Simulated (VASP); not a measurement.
Level of theory: PBEsol GGA, VASP's PBE PAW potentials (set 64) (plane waves; VASP).

The input files of a VASP run:

File POSCAR:
```
LaSi2Rh3
1
    5.6201100000     0.0000000000     0.0000000000
   -2.8100550000     4.8671580000     0.0000000000
    0.0000000000     0.0000000000     3.6453000000
La Si Rh
1 2 3
Direct
 -0.0017740000   0.0006410000   0.0036130000
  0.6598810000   0.3307060000   0.0089280000
  0.3346420000   0.6692310000   0.0034390000
  0.5060990000   0.0000920000   0.5003950000
  0.4995650000   0.5015920000   0.4902840000
  0.0015870000   0.4977380000   0.4933410000
```

### INCAR
```
SYSTEM=LaSi2Rh3
PREC=Accurate; ENCUT=300; LREAL=F
LASPH=T
EDIFF=1E-6; NELM=100; ALGO=Normal
LMAXMIX=6
ISMEAR=-1; SIGMA=0.1
GGA=PS
ISIF=2
LWAVE=F; LCHARG=F
```

**KPOINTS**
```
Automatic mesh
0
Gamma
 4 4 5
```

POTCAR, in this order: La Si Rh_pv (PBE.64 set). Program: vasp_std.

At this cut-off the stress carries a Pulay error, which pulls relaxed volumes low. Gaps are read on the run's mesh, which can miss a band edge.

Estimate the energy per atom (σ→0), pressure, largest force, band gap (on the k-mesh).

The energy per atom (σ→0) comes out as -7.933 eV/atom, the band gap (on the k-mesh) comes out as none (metal, semimetal or under 0.01 eV) and the pressure is -3.47 GPa. The largest force comes out as 0.725 eV/Å.

**OSZICAR**
```
...
DAV:   9    -0.476225637087E+02    0.35157E-01   -0.17251E-01  4992   0.310E+00    0.507E-01
DAV:  10    -0.476221076014E+02    0.45611E-03   -0.16730E-02  4416   0.118E+00    0.330E-01
DAV:  11    -0.476216449459E+02    0.46266E-03   -0.22380E-03  4544   0.538E-01    0.154E-01
DAV:  12    -0.476217179811E+02   -0.73035E-04   -0.60137E-04  5304   0.183E-01    0.413E-02
DAV:  13    -0.476217055019E+02    0.12479E-04   -0.95532E-05  4124   0.103E-01    0.131E-02
DAV:  14    -0.476217057313E+02   -0.22933E-06   -0.22576E-05  5076   0.485E-02    0.903E-03
DAV:  15    -0.476217047524E+02    0.97888E-06   -0.64580E-06  3854   0.265E-02
   1 F= -.47621705E+02 E0= -.47599363E+02  d E =-.446837E-01
```

The structure comes from a computed database's LaSi2Rh3 entry; how it stands against other phases isn't given here. The cell was not relaxed at this level, atoms are displaced from their ideal sites. The k-mesh is coarse (spacing up to 0.34 per Å, 2π included), so the numbers may not be converged in it. The run is one of a series of settings (KPOINTS 4×4×5 Γ-centred mesh against the base run), some of them coarse on purpose.
